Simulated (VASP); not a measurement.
```xyz
2
Lattice="0.0000 2.7184 2.7184 2.7184 0.0000 2.7184 2.7184 2.7184 0.0000" Properties=species:S:1:pos:R:3 pbc="T T T"
Li     0.0000     0.0000     0.0000
Br     2.7184     2.7184     2.7184
```

Method: PBE GGA with D3 dispersion (zero damping), VASP's PBE PAW potentials (set 64) (plane waves; VASP). Numerical set-up: 520 eV cut-off, Gaussian smearing of 0.050 eV, potentials Li_sv Br.

**Question.** Give the energies of bands 3 to 8 at the high-symmetry points, in eV from the valence-band maximum.

**Answer.** 
```tsv
band	Γ	X	U	L	W
3	-0.01	-3.05	-2.64	-3.03	-2.27
4	-0.01	-1.21	-1.96	-0.28	-2.27
5	-0.01	-1.21	-0.92	-0.28	-1.21
6	5.10	6.30	6.67	5.64	8.14
7	10.52	7.05	8.81	8.11	8.63
8	10.52	11.91	10.40	8.11	9.54
```

The gap is indirect, 5.10 eV, from the valence maximum at K-Γ at 0.79 to the conduction minimum at Γ.

Measured: gap 7.60 eV (computed value off by -2.50 eV), as given by Abedi et al., (2022), arXiv:2211.14644.

The compound is LiBr in the rock salt structure. It was relaxed first.
